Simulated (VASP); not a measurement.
An input for Ansatz (written as the equivalent of a VASP run, and not itself run):

Ansatz 0.2 input:
```yaml
crystal:
  lattice:
    - [2.8000000, 0.0000000, 0.0000000]
    - [0.0000000, 2.8000000, 0.0000000]
    - [0.0000000, 0.0000000, 3.6700000]
  atoms:
    - { symbol: Cu, position: [0.0000000, 0.0000000, 0.0000000] }
    - { symbol: Au, position: [0.5000000, 0.5000000, 0.5000000] }
kpoints:
  mp_grid: { grid: [12, 12, 9] }
hamiltonian:
  xc: r2scan
  dispersion: rvv10
  pseudopotentials: { kind: paw }
scf:
  occupations: { method: methfessel_paxton, width: 0.1 }
  max_iter: 100
relax:
  max_steps: 60
  f_tol: 0.01
  cell: {}
output: { forces: true, stress: true, eigenvalues: true }
```

Write the VASP files for the same calculation (r2SCAN+rVV10).

One answer among several that fit: 
INCAR:
```
# general
SYSTEM    =  CuAu
PREC      =  Accurate
ENCUT     =  520
LREAL     =  .FALSE.   # projection in real space or not
LASPH     =  .TRUE.

# electronic loop
EDIFF     =  1E-6   # SCF stop (eV)
NELM      =  100   # most electronic steps
ALGO      =  Normal   # blocked Davidson
LMAXMIX   =  6   # l cut-off of mixed one-centre charges
LMIXTAU   =  .TRUE.

# smearing
ISMEAR    =  1   # Methfessel-Paxton
SIGMA     =  0.1   # width (eV)

# functional
METAGGA   =  R2SCAN
LUSE_VDW  =  .TRUE.
BPARAM    =  11.95
CPARAM    =  0.0093

# ions
IBRION    =  2
NSW       =  60   # most ionic steps
ISIF      =  3   # ions, shape and volume
EDIFFG    =  -0.01   # ionic stop

# output
LWAVE     =  .FALSE.
LCHARG    =  .FALSE.
```

### POSCAR
```
CuAu
1
    2.8000000000     0.0000000000     0.0000000000
    0.0000000000     2.8000000000     0.0000000000
    0.0000000000     0.0000000000     3.6700000000
Cu Au
1 1
Direct
  0.0000000000   0.0000000000   0.0000000000
  0.5000000000   0.5000000000   0.5000000000
```

File KPOINTS:
```
Automatic mesh
0
Gamma
12 12 9
0 0 0
```

POTCAR, in this order: Cu Au (PBE.64 set). Program: vasp_std.

The two are equivalent in intent, not identical: each code has its own PAW files, so the cut-off isn't converted (ENCUT is set for VASP's; basis.ecutwfc is left out, and Ansatz then takes the one that its files recommend); Ansatz stops its SCF on the density residual and VASP on the energy change (EDIFF).

The compound is CuAu in the L1_0 structure. This run relaxes it. Symmetry was kept, so distortions that lower it aren't found.
